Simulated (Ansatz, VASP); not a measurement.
**One calculation of CdSb2O2, two programs**

```
Cd Sb O
1.0
     3.91387    0.00000    0.00000
    -1.95693    3.38951    0.00000
     0.00000    0.00000    7.63615
Cd Sb O
1 2 2
Cartesian
  0.0000 0.0000 0.0000
  1.9569 1.1298 2.3838
  0.0000 2.2597 5.2523
  1.9569 1.1298 4.5117
  0.0000 2.2597 3.1245
```

Change from the starting cell: species swapped into the EuMg2Bi2 type (P-3m1, No. 164).

Alike in both runs: functional PBE; k mesh 6 × 6 × 4; occupations gaussian, width 0.1 eV; no spin polarisation.

Ansatz relaxed the structure, and its values are those at the end. VASP's run is a single point on that final structure, the one shown.

```csv
,VASP,Ansatz
version,VASP 6.6.1,Ansatz 0.2.0
potentials or method,"VASP PAW PBE potentials, release 64 (Cd, Sb, O)","scalar-relativistic, plane waves, PAW"
plane-wave cutoff (eV),520,420
valence electrons in the cell,34,62
```

Ansatz gave:

- gap on the k mesh at the Fermi level (eV): none
- pressure (GPa): -0.3
- rms of the force components (eV/Å): 0.012

Question: Which values does VASP return?

Answer: gap on the k mesh at the Fermi level (eV): none; pressure (GPa): -0.7; rms of the force components (eV/Å): 0.031.

A gap of «none» marks a metal or a gap that the smearing closes. The functional is the same, so the differences come from potentials, cutoffs and numerics. The two sets of potentials don't hold the same shells in valence.

The runs have no spin-orbit coupling, so splittings on Sb are missing.
